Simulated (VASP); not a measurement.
# Sn: band structure with PBE

The system is Sn.

```
CELL_PARAMETERS angstrom
0.00000 3.32599 3.32599
3.32599 0.00000 3.32599
3.32599 3.32599 0.00000
ATOMIC_POSITIONS crystal
Sn 0.00000 0.00000 0.00000
Sn 0.25000 0.25000 0.25000
```

This isn't the form of Sn at room conditions, which is tetragonal (white tin).

| Property | Result |
| --- | --- |
| Program | VASP 6.6.1 |
| Task | band structure |
| Functional | PBE |
| Potentials or basis | VASP PAW PBE potentials, release 64 (Sn) |
| Cutoff | 520 eV |
| k mesh | 8 × 8 × 8 |
| Occupations | gaussian, width 0.02 eV |
| Spin | no spin polarisation |
| Further INCAR settings | ALGO = Normal; EDIFF = 1e-07; NBANDS = 11 |

```json
{"Band gap along the path": "none (metal or under the smearing width)"}
```

Levels at the corners of the path, in eV from the Fermi level:
```
point  band 1  band 2  band 3  band 4  band 5  band 6  band 7  band 8
    Γ   -9.99   -0.97    0.22    0.22    0.22    2.28    2.28    2.28
    X   -7.14   -7.14   -2.10   -2.10    1.03    1.03    7.40    7.40
    X   -7.14   -7.14   -2.10   -2.10    1.03    1.03    7.40    7.40
    W   -7.10   -7.10   -2.62   -2.62    3.35    3.35    4.14    4.14
    W   -7.10   -7.10   -2.62   -2.62    3.35    3.35    4.14    4.14
    K   -7.53   -6.69   -2.92   -1.77    1.27    3.38    5.59    5.87
    K   -7.53   -6.69   -2.92   -1.77    1.27    3.38    5.59    5.87
    Γ   -9.99   -0.97    0.22    0.22    0.22    2.28    2.28    2.28
    Γ   -9.99   -0.97    0.22    0.22    0.22    2.28    2.28    2.28
    L   -8.52   -5.90   -0.88   -0.88    0.00    3.33    3.33    5.81
    L   -8.52   -5.90   -0.88   -0.88    0.00    3.33    3.33    5.81
    U   -7.53   -6.69   -2.92   -1.77    1.27    3.38    5.59    5.87
    U   -7.53   -6.69   -2.92   -1.77    1.27    3.38    5.59    5.87
    W   -7.10   -7.10   -2.62   -2.62    3.35    3.35    4.14    4.14
    W   -7.10   -7.10   -2.62   -2.62    3.35    3.35    4.14    4.14
    L   -8.52   -5.90   -0.88   -0.88    0.00    3.33    3.33    5.81
    L   -8.52   -5.90   -0.88   -0.88    0.00    3.33    3.33    5.81
    K   -7.53   -6.69   -2.92   -1.77    1.27    3.38    5.59    5.87
    U   -7.53   -6.69   -2.92   -1.77    1.27    3.38    5.59    5.87
    X   -7.14   -7.14   -2.10   -2.10    1.03    1.03    7.40    7.40
```

Wall time 60 s on 1 thread of Intel(R) Xeon(R) Platinum 8488C (Sapphire Rapids) (shared host), peak memory 0.26 GiB.

Caveat: the log is that of the step along the path at fixed density, whose energy, stress, charges and moments have no meaning; spin-orbit coupling is left out, which moves the levels of the heavy elements.
